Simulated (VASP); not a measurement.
SrVO3 (cubic perovskite) is relaxed at rising pressure, each step from the one before. Symmetry mostly holds the structure type, and other phases were not tried. The mesh follows the cell, and a change of mesh leaves a small step in the series.

Data:

SrVO3 is taken in the cubic space group Pm-3m (No. 221), the cubic perovskite structure, Pearson symbol cP5. Conventional cell: a = b = c = 3.816 Å, α = β = γ = 90.00°. Sr on 1a is surrounded by 12 O at 2.698 Å (cuboctahedral). V on 1b sees 6 O at 1.908 Å (octahedral). O on 3c has 2 V at 1.908 Å and 4 Sr at 2.698 Å (octahedral). (Neighbours: up to the widest gap in distance over summed covalent radii, below 1.35, at either atom; cation-cation and far metal-metal contacts left out.)

All values below come from PBEsol GGA, VASP's PBE PAW potentials (set 64) (plane waves; VASP). Run with 620 eV cut-off, 8×8×8 Γ-centred mesh, first-order Methfessel-Paxton smearing of 0.10 eV, potentials Sr_sv V_sv O.

```
P (GPa)  V (Å³/atom)  H − H(0) (eV/atom)  space group  gap on the mesh (eV)  k-mesh
-------  -----------  ------------------  -----------  --------------------  ------
0              11.11               0.000        Pm-3m                  0.00   8×8×8
5              10.84               0.343        Pm-3m                  0.00   8×8×8
10             10.61               0.678        Pm-3m                  0.00   8×8×8
20             10.22               1.328        Pm-3m                  0.00   8×8×8
30        (withheld)          (withheld)        Pm-3m                  0.00   8×8×8
45        (withheld)          (withheld)        Pm-3m                  0.00   9×9×9
```

Problem. What belongs in the gaps?

Solution. 
- 45, V (Å³/atom): 9.47
- 45, H − H(0) (eV/atom): 2.867
- 30, V (Å³/atom): 9.89
- 30, H − H(0) (eV/atom): 1.956

Pressures at which the relaxation failed are left out.

The compound is SrVO3 in the cubic perovskite structure. The run is not spin-polarised, so no magnetic state was tried. The electron count is odd and the run is not spin-polarised, which forces a metal.
